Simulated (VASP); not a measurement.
```xyz
5
Lattice="10.1877 -2.1906 -0.0071 10.1877 2.1906 -0.0071 9.7193 0.0000 3.7582" Properties=species:S:1:pos:R:3 pbc="T T T"
Bi    12.0283     0.0000     1.4964
Bi    18.0664     0.0000     2.2476
Te    30.0947     0.0000     3.7440
Te     6.3183     0.0000     0.7860
Te    23.7764     0.0000     2.9580
```

All values below come from PBEsol GGA, VASP's PBE PAW potentials (set 64) (plane waves; VASP). Numerical set-up: 400 eV cut-off, 7×7×7 Γ-centred mesh, tetrahedra with Blöchl corrections, potentials Bi_d Te.

The cores are frozen, which limits the accuracy of field gradients. Without a dispersion term in the relaxation, distances and binding between the weakly bound layers, chains or molecules are unreliable, and so is what depends on them.

Give the principal components of the electric field gradient (V/Å²) and the asymmetry η at each nucleus.

```tsv
atom	Vxx	Vyy	Vzz	η
Bi1	-11.6	-11.6	23.3	0.00
Bi2	-11.6	-11.6	23.3	0.00
Te3	-42.2	-42.2	84.4	0.00
Te4	-2.5	-2.5	5.0	0.00
Te5	-2.5	-2.5	5.0	0.00
```

The compound is Bi2Te3 in the tetradymite structure. It was relaxed first.
